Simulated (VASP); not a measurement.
Given:

```
CELL_PARAMETERS angstrom
      0.00000     2.89974     2.89974
      2.89974     0.00000     2.89974
      2.89974     2.89974     0.00000
ATOMIC_POSITIONS crystal
  Cd 0.00000 0.00000 0.00000
  S  0.25000 0.25000 0.25000
```

The numbers are results of vdW-DF-cx, VASP's PBE PAW potentials (set 64) (plane waves; VASP), not measurements. Run with 520 eV cut-off, 8×8×8 Γ-centred mesh, Gaussian smearing of 0.050 eV, potentials Cd S.

Q: Estimate the energy per atom (σ→0), pressure, band gap (on the k-mesh) with the smallest direct gap where there is one.

A: 
- band gap (on the k-mesh): 1.08 eV
- smallest direct gap (on the k-mesh): 1.08 eV
- energy per atom (σ→0): -763 meV/atom
- pressure: 1.95 GPa

Only differences to runs with the same potentials and settings are physical.

The compound is CdS in the zinc blende structure, a metastable form; wurtzite is the usual one. This cell is one point of a volume scan, at 0.97 of the reference volume.
